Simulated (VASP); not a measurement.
Computed with PW91 GGA, VASP's PBE PAW potentials (set 64) (plane waves; VASP 6.6.1).

The input files of a VASP run:

### INCAR
```
ALGO=Normal
NELM=100   # most electronic steps
EDIFF=1E-7
ISMEAR=-5
LORBIT=11   # lm-projected
LWAVE=.FALSE.
LMAXMIX=6   # l cut-off of mixed one-centre charges
PREC=Accurate
ENCUT=520   # plane-wave cut-off (eV)
LCHARG=.TRUE.
NEDOS=601   # DOS grid
LASPH=.TRUE.   # aspherical one-centre terms
SYSTEM=HfC
GGA=91
LREAL=.FALSE.   # projection in real space or not
ISIF=2
```

File KPOINTS:
```
Automatic mesh
0
Gamma
15 15 15
0 0 0
```

### POSCAR
```
HfC
1.0
  0.0000000000   2.3258600261   2.3258600261
  2.3258600261   0.0000000000   2.3258600261
  2.3258600261   2.3258600261   0.0000000000
Hf C
1 1
direct
  0.0000000000   0.0000000000   0.0000000000
  0.5000000000   0.5000000000   0.5000000000
```

POTCAR, in this order: Hf_pv C (PBE.64 set). Program: vasp_std.

What VASP printed:

**OUTCAR**
```
 ion  position               nearest neighbor table
   1  0.000  0.000  0.000-   2 2.33   2 2.33   2 2.33   2 2.33   2 2.33   2 2.33
   2  0.500  0.500  0.500-   1 2.33   1 2.33   1 2.33   1 2.33   1 2.33   1 2.33
  LATTYP: Found a face centered cubic cell.
 ALAT       =     4.6517200522
 Subroutine PRICEL returns:
 Original cell was already a primitive cell.
 Subroutine GETGRP returns: Found 48 space group operations
The static configuration has the point symmetry O_h .
The dynamic configuration has the point symmetry O_h .
 Subroutine INISYM returns: Found 48 space group operations
 Subroutine IBZKPT returns following result:
 Found    120 irreducible k-points:

 Following reciprocal coordinates:
            Coordinates               Weight
  0.000000  0.000000  0.000000      1.000000
  0.066667  0.000000  0.000000      8.000000
  0.133333  0.000000  0.000000      8.000000
  0.200000  0.000000  0.000000      8.000000
  0.266667  0.000000  0.000000      8.000000
  0.333333  0.000000  0.000000      8.000000
  0.400000  0.000000  0.000000      8.000000
  0.466667  0.000000  0.000000      8.000000
  0.066667  0.066667  0.000000      6.000000
...
```

OSZICAR:
```
       N       E                     dE             d eps       ncg     rms          rms(c)
DAV:   1     0.246674022600E+02    0.24667E+02   -0.78203E+03  2640   0.122E+03
DAV:   2    -0.225970622991E+02   -0.47264E+02   -0.45215E+02  3384   0.218E+02
DAV:   3    -0.243542804651E+02   -0.17572E+01   -0.17418E+01  3395   0.323E+01
DAV:   4    -0.243702184210E+02   -0.15938E-01   -0.15928E-01  3218   0.323E+00
DAV:   5    -0.243704307625E+02   -0.21234E-03   -0.21231E-03  3509   0.291E-01    0.560E+01
DAV:   6    -0.211237760604E+02    0.32467E+01   -0.21569E+01  2957   0.239E+01    0.402E+01
DAV:   7    -0.210493993409E+02    0.74377E-01   -0.70241E-01  3054   0.640E+00    0.250E+01
DAV:   8    -0.210428262182E+02    0.65731E-02   -0.70377E-02  2954   0.257E+00    0.636E+00
DAV:   9    -0.210356166337E+02    0.72096E-02   -0.34194E-02  2997   0.111E+00    0.187E+00
DAV:  10    -0.210353899393E+02    0.22669E-03   -0.90221E-04  3139   0.263E-01    0.483E-01
DAV:  11    -0.210353716056E+02    0.18334E-04   -0.23463E-04  3027   0.109E-01    0.528E-02
DAV:  12    -0.210353699576E+02    0.16480E-05   -0.82629E-06  3090   0.255E-02    0.760E-02
DAV:  13    -0.210353692061E+02    0.75143E-06   -0.68722E-07  3219   0.823E-03    0.258E-03
DAV:  14    -0.210353691965E+02    0.95968E-08   -0.11440E-08  1545   0.108E-03
   1 F= -.21035369E+02 E0= -.21035369E+02  d E =0.000000E+00
```

File OUTCAR:
```
------------------------ aborting loop because EDIFF is reached ----------------------------------------
  FORCE on cell =-STRESS in cart. coord.  units (eV):
  Direction    XX          YY          ZZ          XY          YZ          ZX
  --------------------------------------------------------------------------------------
  Total       -0.0079955     -0.0079955     -0.0079955      0.0000000     -0.0000000      0.0000000
  in kB       -0.5090708     -0.5090708     -0.5090708      0.0000000     -0.0000000      0.0000000
  external PRESSURE =      -0.5090708 kB  Pullay stress =       0.0000000 kB
  volume of cell :       25.16
      direct lattice vectors                 reciprocal lattice vectors
     0.000000000  2.325860026  2.325860026    -0.214974244  0.214974244  0.214974244
     2.325860026  0.000000000  2.325860026     0.214974244 -0.214974244  0.214974244
     2.325860026  2.325860026  0.000000000     0.214974244  0.214974244 -0.214974244
 POSITION                                       TOTAL-FORCE (eV/Angst)
 -----------------------------------------------------------------------------------
      0.00000      0.00000      0.00000         0.000000      0.000000      0.000000
      2.32586      2.32586      2.32586        -0.000000     -0.000000     -0.000000
 -----------------------------------------------------------------------------------
    total drift:                                0.000000     -0.000000     -0.000000
  FREE ENERGIE OF THE ION-ELECTRON SYSTEM (eV)
  ---------------------------------------------------
  free  energy   TOTEN  =       -21.0353691965 eV

  energy  without entropy=      -21.0353691965  energy(sigma->0) =      -21.03536920

 total charge

# of ion       s       p       d       tot
------------------------------------------
    1        0.308   6.621   1.667   8.597
    2        0.873   1.519   0.000   2.392
--------------------------------------------------
tot          1.181   8.140   1.667  10.989
```
(Selected blocks of OUTCAR.)

File OUTCAR:
```
 val. band max:        6.1073886416   @ k =   0.0667   0.0000   0.0000

 cond. band min:       5.8841057160   @ k =   0.4000   0.3333   0.0000


 Fermi energy:         5.9418061229

 k-point     1 :       0.0000    0.0000    0.0000
  band No.  band energies     occupation
      1     -23.5354      2.00000
      2     -23.5354      2.00000
      3     -23.5354      2.00000
      4      -6.3412      2.00000
      5       6.9176     -0.30340
      6       6.9176      0.00000
      7       6.9176      0.00000
      8       7.2955      0.00000
      9       7.2956      0.00000
     10       7.2956      0.00000
     11       9.2898      0.00000

 k-point     2 :       0.0667    0.0000    0.0000
  band No.  band energies     occupation
      1     -23.5670      2.00000
      2     -23.5384      2.00000
      3     -23.5384      2.00000
      4      -6.2293      2.00000
      5       6.1074      1.07723
      6       6.3543      0.04550
      7       6.3543     -0.11577
      8       7.5342      0.00000
      9       7.5342      0.00000
     10       7.8277      0.00000
     11       9.8457      0.00000

 k-point     3 :       0.1333    0.0000    0.0000
  band No.  band energies     occupation
      1     -23.6551      2.00000
      2     -23.5469      2.00000
      3     -23.5469      2.00000
      4      -5.9039      2.00000
      5       4.9717      2.00598
      6       5.4981      2.04367
      7       5.4981      2.11304
      8       7.9059      0.00000
      9       7.9059      0.00000
     10       8.2645      0.00000
     11      11.0118      0.00000

 k-point     4 :       0.2000    0.0000    0.0000
  band No.  band energies     occupation
      1     -23.7820      2.00000
      2     -23.5595      2.00000
      3     -23.5595      2.00000
      4      -5.3945      2.00000
      5       3.7819      2.00000
      6       4.6919      2.00000
      7       4.6919      2.00000
      8       8.4404      0.00000
      9       8.4404      0.00000
...
```

For a metal the tetrahedron method with Blöchl corrections gives inexact stress and forces. Unless said otherwise, spin-orbit coupling is left out, though it shifts the bands of the heavy elements here.

The compound is HfC in the rock salt structure. It was relaxed first.
